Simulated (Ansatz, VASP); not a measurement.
## Two plane-wave programs on MgPb2N2

File INCAR:

```
PREC = Accurate
ENCUT = 520
EDIFF = 1E-6
ISMEAR = 0
SIGMA = 0.05
LREAL = False
LASPH = True
NELM = 100
ALGO = Normal
ISIF = 2
LWAVE = False
LCHARG = False
NBANDS = 28
```

The input KPOINTS:

```
Automatic mesh
0
Gamma
  12 12 4
```

The input POSCAR:

```
MgPb2N2
1.0
    3.2856820171      0.0000000000      0.0000000000
   -1.6428410086      2.8454840956      0.0000000000
    0.0000000000      0.0000000000      9.8407940630
Mg Pb N
1 2 2
Direct
    0.0000000000      0.0000000000      0.0000000000
    0.6666666667      0.3333333333      0.2865500000
    0.3333333333      0.6666666667      0.7134500000
    0.6666666667      0.3333333333      0.8618210000
    0.3333333333      0.6666666667      0.1381790000
```

Input for Ansatz:

```yaml
crystal:
  lattice:
    - [3.2856820171, 0.0, 0.0]
    - [-1.6428410086, 2.8454840956, 0.0]
    - [0.0, 0.0, 9.840794063]
  atoms:
    - { symbol: Mg, position: [0.0, 0.0, 0.0] }
    - { symbol: Pb, position: [0.6666666667, 0.3333333333, 0.28655] }
    - { symbol: Pb, position: [0.3333333333, 0.6666666667, 0.71345] }
    - { symbol: "N", position: [0.6666666667, 0.3333333333, 0.861821] }
    - { symbol: "N", position: [0.3333333333, 0.6666666667, 0.138179] }
basis:
  ecutwfc: 420
kpoints:
  mp_grid: { grid: [12, 12, 4] }
hamiltonian:
  xc: lda
scf:
  occupations: { method: gaussian, width: 0.05 }
output:
  forces: true
  stress: true
  eigenvalues: true
```

Alike in both runs: task single point; functional LDA; k mesh 12 × 12 × 4; occupations gaussian, width 0.05 eV; no spin polarisation.

|  | VASP | Ansatz |
| --- | --- | --- |
| version | VASP 6.6.1 | Ansatz 0.2.0 |
| potentials or method | VASP PAW LDA potentials, release 64 (Mg, Pb_d, N) | scalar-relativistic, plane waves, PAW |
| plane-wave cutoff (eV) | 520 | 420 |
| valence electrons in the cell | 40 | 48 |

```tsv
	VASP	Ansatz	Ansatz less VASP
gap on the k mesh at the Fermi level (eV)	0.76	0.76	+0.004
least direct gap on the mesh (eV)	1.13	1.12	-0.014
pressure (GPa)	-5.8	-5.5	+0.29
largest component of the traceless stress (GPa)	8.05	8.02	-0.025
rms of the force components (eV/Å)	0.572	0.581	+0.0082
```

Atom by atom the forces differ by 0.020 eV/Å (rms over components). The two sets of potentials don't hold the same shells in valence.

Caveats: spin-orbit coupling is left out, which as a rule narrows the gap of such compounds by several tenths of an eV; forces of over 1 eV/Å show positions far from the minimum, so gaps and moduli don't describe the material at rest. LDA gaps usually lie below the measured ones, often by a third to a half. A k mesh can miss the band edges.
